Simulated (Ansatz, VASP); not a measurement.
# PtSe2 in two plane-wave programs, part 2 of 2

One calculation is typed for both programs; each brings its own data sets and cutoff. How far apart do they land? The cell is taken from a series of VASP runs on this material, whose earlier steps may have relaxed, scaled or displaced it; both programs get it as it stands.

VASP 6.6.1 and Ansatz 0.2.0.

So far: The structure; VASP: zone-centre phonons, LDA.

**3. Ansatz: zone-centre phonons, LDA**

Level of this step: Ansatz beside VASP: Kohn-Sham DFT, plane waves, LDA (Ansatz).

Ansatz runs on its default PAW (the set named soft_2) files.

The same cell, functional (in two slightly different forms), mesh and smearing now go to Ansatz, which takes its cutoff from its data sets.

input.yaml reads:

```yaml
crystal:
  lattice:
    - [3.731, 0.0, 0.0]
    - [-1.8655, 3.2311407815, 0.0]
    - [0.0, 0.0, 5.072]
  atoms:
    - { symbol: Pt, position: [0.0, 0.0, 0.0] }
    - { symbol: Se, position: [0.6666666667, 0.3333333333, 0.7474660985] }
    - { symbol: Se, position: [0.3333333333, 0.6666666667, 0.2525339015] }
hamiltonian:
  xc: lda
  pseudopotentials: { kind: paw }
kpoints:
  mp_grid: { grid: [10, 10, 8] }
scf:
  occupations: { method: gaussian, width: 0.05 }
phonons:
  method: dfpt
  qpoints: [[0, 0, 0]]
```

Started as:

```bash
> ansatz run input.yaml --threads 4 --pin off --max-ram 9216MiB --backend cpu --events-out ev --progress --plain --runs-dir out
```

Numbers of over 12 decimals in the logs are rounded to 6 here.

The log of the run:

```text
Engine: ansatz 0.2.0, aarch64-unknown-linux-gnu
Pseudopotentials: kind: paw
Pseudopotential: Pt, paw, valence charge 18, recommended cutoff 420 eV (normal), Pt.paw.azcp
Pseudopotential: Se, paw, valence charge 16, recommended cutoff 420 eV (normal), Se.paw.azcp
Functional definition: SPW92
  exchange = slater_x
  correlation = pw_c
Crystal: 3 atoms, lattice volume = 61.145 Å³
Basis set: ecut = 420 eV, 1229 PW (Γ), exchange–correlation on 50×50×72 points (8 copies of the dense FFT grid, shifted against one another)
Bands: 30, of which v1, the nominal top of the filled ones, is band 25 counted from 1 (24 counted from 0)
Symmetry: 12 space group operations
k-points: 227 of 800 (irreducible under 2 space group operations, time reversal used)
Non-local potential: Pt, projectors of the file, l = 0: 3, l = 1: 2, l = 2: 2, l = 3: 1
Non-local potential: Se, projectors of the file, l = 0: 2, l = 1: 2, l = 2: 3, l = 3: 1
PAW form: soft (Blöchl's): semilocal exchange-correlation on the pseudo side does not see the compensation charge
PAW frozen core: Pt, regenerated for the run's functional, and the local potential with it (the file was generated under x = pbe(κ = 0.804, μ = 0.219515), c = pbe(β = 0.066725))
PAW frozen core: Se, regenerated for the run's functional, and the local potential with it (the file was generated under x = pbe(κ = 0.804, μ = 0.219515), c = pbe(β = 0.066725))
PAW one-centre angular grid: Pt, 590 points (default); XC on 64 Gauss nodes
PAW one-centre angular grid: Se, 590 points (default); XC on 64 Gauss nodes
Initial density: superposition of atomic densities (neutral atoms: chi_scale 0, normalization atom), corrected by the library's trained network
Initial wavefunctions: pseudopotential atomic-orbital guess
Functional: x = slater, c = lda
SCF iter   1: F=—  HF=-23012.747370 eV  |F-HF|=—  |Δ(HF+E_count)|=         —  Δρ=5.08e-3  dr2=7.37e-3  ethr=1.77e-3  ⟨swp⟩=5.9  Hψ=26470  notcnv=0
preconditioner: auto → LDOS  [metal: Δε(μ)=0.010 eV  Ē_g=10.050 eV  σ=0.050 eV  W_gap=0.11  n_scr=22 (ndim 8)  ℏωp=22.3 eV  f_vac=0.034  D(μ)=1.13/eV (n_scr^D=2)  β→1.0]
SCF iter   2: F=—  HF=-23012.747352 eV  |F-HF|=—  |Δ(HF+E_count)|=   1.84e-5  Δρ=1.21e-3  dr2=1.50e-3  ethr=1.47e-5  ⟨swp⟩=2.0  Hψ=14318  notcnv=0  defer=178
SCF iter   3: F=—  HF=-23012.746781 eV  |F-HF|=—  |Δ(HF+E_count)|=   5.71e-4  Δρ=4.97e-4  dr2=3.24e-4  ethr=3.00e-6  ⟨swp⟩=2.0  Hψ=12067  notcnv=0  defer=178
SCF iter   4: F=—  HF=-23012.746660 eV  |F-HF|=—  |Δ(HF+E_count)|=   1.20e-4  Δρ=8.64e-5  dr2=5.63e-6  ethr=6.48e-7  ⟨swp⟩=2.9  Hψ=11376  notcnv=0  defer=178
SCF iter   5: F=—  HF=-23012.746657 eV  |F-HF|=—  |Δ(HF+E_count)|=   3.58e-6  Δρ=1.57e-5  dr2=2.36e-7  ethr=1.13e-8  ⟨swp⟩=2.0  Hψ=11381  notcnv=0  defer=178
SCF iter   6: F=—  HF=-23012.746657 eV  |F-HF|=—  |Δ(HF+E_count)|=   1.97e-7  Δρ=2.85e-6  dr2=3.81e-9  ethr=4.71e-10  ⟨swp⟩=2.0  Hψ=11384  notcnv=0  defer=178
SCF iter   7: F=—  HF=-23012.746657 eV  |F-HF|=—  |Δ(HF+E_count)|=  3.71e-10  Δρ=7.84e-7  dr2=2.82e-10  ethr=7.62e-12  ⟨swp⟩=2.0  Hψ=11375  notcnv=0  defer=178
SCF iter   8: F=—  HF=-23012.746657 eV  |F-HF|=—  |Δ(HF+E_count)|=  8.00e-11  Δρ=1.52e-7  dr2=1.11e-11  ethr=1.00e-12  ⟨swp⟩=2.3  Hψ=10868  notcnv=0  defer=178
SCF iter   9: F=-23012.746657 eV  HF=-23012.746657 eV  |F-HF|=0.00e0  |Δ(HF+E_count)|=  3.64e-12  Δρ=2.37e-8  dr2=2.78e-13  ethr=1.00e-12  ⟨swp⟩=7.7  Hψ=30661  notcnv=0
SCF 1 converged in 9 iterations: F = -23012.746657 eV  dr2 = 2.78e-13
  greatest PAW one-centre occupation: 1.000 electrons in one spin orbital (limit 2), on the Se atom at site 2 (counted from 0), in its partial waves of l = 2
DFPT response loops at Γ: preconditioner auto → Kerker (q_TF=auto, 2.638 Å⁻¹) (partly filled bands, converged f_vac=0.031); β = 1.00, the filter's whole step (`scf.mixing.beta` (0.50) is not read by the response loops under this deck's `scf.mixing.preconditioner`; to damp them name `kerker` or `kerker_dos`, under which they read `scf.mixing.beta`, and type it under 1.00, their step now; both keys bind the ground state too); Broyden in place of MSR1
SCF converged after 9 iterations
Free energy (F): -23012.746657 eV
Harris-Foulkes:  -23012.746657 eV  (|F-HF|=0.00e0)
Internal energy: -23012.745272 eV  (E = F + TS)
E sigma→0 (E₀):  -23012.745965 eV
Entropy (-TS):   -0.001385 eV (-0.462 meV/atom)
Fermi energy:    12.839860 eV
--- Per-component energies (eV) ---
  E_band       = -982.232903
  E_kinetic    = 876.530556
  E_local      = -6802.581585  (includes V_loc(G=0)·N_el)
  E_nonlocal   = -969.741798
  E_hartree    = 3142.646822
  E_xc         = -468.106352
  E_vxc        = -500.437112  (∫ρ·V_xc dr)
  E_paw        = -12833.215973  (= ΣΔE_a)
  E_vpaw       = 128.704415  (= ΣTr[D̂ρ^β])
  E_aug_tail   = -0.001045  (compensation charges beyond the density's cutoff)
  E_ewald      = -5963.174489
  E_core_change = 4.898594  (= ΣΔE_core)
  E_smearing   = -0.001385  (= −TS)
  E_closure    = -0.000000  (closes the sum)
  Σ components = -23012.746657   (vs F -23012.746657, Δ=0.00e0)
--- Band table (eV; the first three rows and the last of 227) ---
  k-point 0: bands = [... 21 lower, 10.2894, 11.8248, 11.8248, 13.2882, 14.2487, 14.2487, 16.3733, 16.7901, ... 1 higher]
  k-point 1: bands = [... 21 lower, 10.2763, 11.7471, 11.7471, 12.8780, 14.3765, 14.3765, 16.5005, 17.1989, ... 1 higher]
  k-point 2: bands = [... 21 lower, 10.2164, 11.5780, 11.5780, 12.0525, 14.6788, 14.6788, 16.8648, 18.0109, ... 1 higher]
  k-point 226: bands = [... 21 lower, 9.4970, 9.6769, 10.2516, 11.3535, 13.4717, 13.8746, 17.3953, 19.7633, ... 1 higher]
--- Phonons (Γ-DFPT): 4 representative perturbations + reference, on 227 of 800 k-points (Σ response iterations 12) ---
  k mesh reduced under 2 symmetry operations, with k and −k counted as one. Each operation leaves every solved perturbation unchanged. A smaller set is not used because it would not reduce the number of displacements times k-points to solve
  ASR residual: 9.549e-5 → 0.000e0 eV/Å²; symmetrization residual: 2.811e-5 eV/Å²
  ASR residual per site (eV/Å²): 9.55e-5 2.11e-5 2.11e-5
  Γ frequencies (cm⁻¹): 0.00 0.00 0.00 165.97 165.97 193.97 214.46 214.46 219.16
  non-analytic LO–TO correction: not included (Born effective charges unavailable; polar crystals: no LO–TO splitting at Γ)
--- Phonons (arbitrary-q DFPT): 1 explicit q-point ---
  q = [0, 0, 0] (of the zone-centre solve; hermiticity 1.82e-6, symmetrization 9.56e-7): -0.00 0.00 0.00 165.97 165.97 193.97 214.46 214.46 219.16
  sum rule: each row above includes the acoustic sum rule's correction from the zone centre's row sums; it moved no ω² by more than (0.36 cm⁻¹)²
```

The job ended after 59 s (4 threads of Arm Neoverse V1, shared host; peak memory 1.4 GiB; 3.7 min of CPU time).

Reading the cycles: dr2 is the Hartree energy of the density residual (eV), the measure of convergence; HF is the Harris–Foulkes estimate of the energy, which meets the free energy F at convergence.

**4. Side by side**

Known differences besides the potentials themselves: the two LDA forms differ slightly; the data sets hold 50 valence electrons in Ansatz (default PAW (the set named soft_2) files) and 22 in VASP; the cutoff is 420 eV in Ansatz and 450 eV in VASP; VASP's log shows a relativistic correction to its local exchange, Ansatz's none. Total energies have different zeros and are not compared.

Both answers:

| quantity | Ansatz | VASP | difference |
| --- | --- | --- | --- |
| optical mode 1 to 2 (cm⁻¹) | 166.0 | 166.8 | -0.48 % |
| optical mode 3 (cm⁻¹) | 194.0 | 195.1 | -0.58 % |
| optical mode 4 to 5 (cm⁻¹) | 214.5 | 215.6 | -0.53 % |
| optical mode 6 (cm⁻¹) | 219.2 | 219.7 | -0.23 % |

Modes are paired by rising frequency and degeneracy, not by their patterns, so a pair may still set unlike modes beside each other.

**5. Summary of results**

- r.m.s. difference of the optical zone-centre modes, each program's sorted by frequency (zone-centre phonons, LDA): 0.96 cm⁻¹
- difference in optical mode 3 (zone-centre phonons, LDA): -0.6 %

**Reading.** The r.m.s. difference of the optical zone-centre modes, each program's sorted by frequency is 0.96 cm⁻¹ (zone-centre phonons, LDA). Among the rows given in per cent, the largest difference of the zone-centre phonons, LDA pair is in optical mode 3, -0.6 %. 1 further run of this series is not shown here. How closely two codes agree says nothing of how well the functional describes the real material.

[Lines on the potential files, build, host, timing and source positions are cut from VASP's logs without a mark.]

[Logs are printed without paths, hosts, clocks, repeated set-up lines and the standing remarks that a program may print on its own settings, such as how far it seeks lower states.]

[Hosts, paths, dates, database ids (printed as entryN), source tags and the programs' standing remarks are cut or masked in the printed files.]
